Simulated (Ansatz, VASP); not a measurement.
**One calculation of ScF3, two programs**

INCAR

```
PREC = Accurate
ENCUT = 520
EDIFF = 1E-7
ISMEAR = 0
SIGMA = 0.05
LREAL = F
LASPH = T
NELM = 60
ALGO = Normal
ISIF = 2
LWAVE = F
LCHARG = F
NBANDS = 24
```

Contents of KPOINTS:

```
Automatic mesh
0
Gamma
  6 6 6
```

The input POSCAR:

```
ScF3
1.0
    3.6914540000      0.0000000000      0.0000000000
    0.0000000000      3.6914540000      0.0000000000
    0.0000000000      0.0000000000      4.1729480000
Sc F
1 3
Direct
    0.0000000000      0.0000000000      0.0000000000
    0.5000000000      0.0000000000      0.0000000000
    0.0000000000      0.5000000000      0.0000000000
    0.0000000000      0.0000000000      0.5000000000
```

Input for Ansatz:

```yaml
crystal:
  lattice:
    - [3.691454, 0.0, 0.0]
    - [0.0, 3.691454, 0.0]
    - [0.0, 0.0, 4.172948]
  atoms:
    - { symbol: Sc, position: [0.0, 0.0, 0.0] }
    - { symbol: F, position: [0.5, 0.0, 0.0] }
    - { symbol: F, position: [0.0, 0.5, 0.0] }
    - { symbol: F, position: [0.0, 0.0, 0.5] }
basis:
  ecutwfc: 420
kpoints:
  mp_grid: { grid: [6, 6, 6] }
hamiltonian:
  xc: lda
scf:
  occupations: { method: gaussian, width: 0.05 }
output:
  forces: true
  stress: true
  eigenvalues: true
```

Change from the starting cell: strain -0.080 along x and y, +0.040 along z, atoms carried along.

Alike in both runs: task single point; functional LDA; k mesh 6 × 6 × 6; occupations gaussian, width 0.05 eV; no spin polarisation.

```csv
,VASP,Ansatz
version,VASP 6.6.1,Ansatz 0.2.0
potentials or method,"VASP PAW LDA potentials, release 64 (Sc_sv, F)","scalar-relativistic, plane waves, PAW"
plane-wave cutoff (eV),520,420
valence electrons in the cell,32,32
```

VASP gave:

- gap on the k mesh at the Fermi level (eV): 6.38
- least direct gap on the mesh (eV): 6.54
- pressure (GPa): 18.5
- largest component of the traceless stress (GPa): 27.80

Task: What did Ansatz give for the same quantities?

Result: gap on the k mesh at the Fermi level (eV): 6.40; least direct gap on the mesh (eV): 6.56; pressure (GPa): 17.2; largest component of the traceless stress (GPa): 26.95.

Caveats: so large a pressure means that the cell lies far from this level's equilibrium, or that cutoff or potentials fall short (VASP). A k mesh can miss the band edges.
